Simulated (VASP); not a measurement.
An input for Ansatz (written as the equivalent of a VASP run, and not itself run):

Ansatz 0.2 input:
```yaml
crystal:
  lattice:
    - [4.3994008, -2.4398096, 0.0011164]
    - [4.3994008, 2.4398096, 0.0011164]
    - [3.0453204, 0.0000000, 4.0041749]
  atoms:
    - { symbol: B, position: [0.0105811, 0.6538718, 0.0105811] }
    - { symbol: B, position: [0.0105811, 0.0105811, 0.6538718] }
    - { symbol: B, position: [0.6538718, 0.0105811, 0.0105811] }
    - { symbol: B, position: [0.9894189, 0.3461282, 0.9894189] }
    - { symbol: B, position: [0.9894189, 0.9894189, 0.3461282] }
    - { symbol: B, position: [0.3461282, 0.9894189, 0.9894189] }
    - { symbol: B, position: [0.2217275, 0.6296202, 0.2217275] }
    - { symbol: B, position: [0.2217275, 0.2217275, 0.6296202] }
    - { symbol: B, position: [0.6296202, 0.2217275, 0.2217275] }
    - { symbol: B, position: [0.7782725, 0.3703798, 0.7782725] }
    - { symbol: B, position: [0.7782725, 0.7782725, 0.3703798] }
    - { symbol: B, position: [0.3703798, 0.7782725, 0.7782725] }
kpoints:
  mp_grid: { grid: [5, 5, 5] }
hamiltonian:
  xc: pbesol
  pseudopotentials: { kind: paw }
scf:
  occupations: { method: gaussian, width: 0.05 }
  max_iter: 100
relax:
  max_steps: 60
  f_tol: 0.02
  cell: {}
output: { forces: true, stress: true, eigenvalues: true }
```

### Question
Translate this input to VASP (INCAR, KPOINTS, POSCAR, choice of POTCAR).

### Answer
This is not unique; one that fits is 
KPOINTS:
```
K-points
0
G
 5 5 5
0 0 0
```

### INCAR
```
# general
SYSTEM=B
PREC  =Accurate
ENCUT =520
LREAL =.FALSE.
LASPH =.TRUE.   # aspherical one-centre terms

# electronic loop
EDIFF =1E-6
NELM  =100   # most electronic steps
ALGO  =Normal

# smearing
ISMEAR=0   # Gaussian
SIGMA =0.05   # width (eV)

# functional
GGA   =PS   # PBEsol

# ions
IBRION=2
NSW   =60   # most ionic steps
ISIF  =3   # ions, shape and volume
EDIFFG=-0.02   # ionic stop

# output
LWAVE =.FALSE.
LCHARG=.FALSE.
```

### POSCAR
```
B
1
    4.3994007846    -2.4398096240     0.0011163686
    4.3994007846     2.4398096240     0.0011163686
    3.0453203651     0.0000000000     4.0041748570
B
12
Direct
  0.0105810894   0.6538717805   0.0105810893
  0.0105810893   0.0105810893   0.6538717805
  0.6538717805   0.0105810894   0.0105810893
  0.9894189106   0.3461282195   0.9894189107
  0.9894189107   0.9894189107   0.3461282195
  0.3461282195   0.9894189106   0.9894189107
  0.2217275459   0.6296201577   0.2217275459
  0.2217275459   0.2217275459   0.6296201577
  0.6296201577   0.2217275459   0.2217275459
  0.7782724541   0.3703798423   0.7782724541
  0.7782724541   0.7782724541   0.3703798423
  0.3703798423   0.7782724541   0.7782724541
```

POTCAR, in this order: B (PBE.64 set). Program: vasp_std.

What does not carry over: each code has its own PAW files, so the cut-off isn't converted (ENCUT is set for VASP's; basis.ecutwfc is left out, and Ansatz then takes the one that its files recommend); Ansatz stops its SCF on the density residual and VASP on the energy change (EDIFF).

The compound is B in the alpha structure. It was relaxed first. The start is the result of an earlier pass.
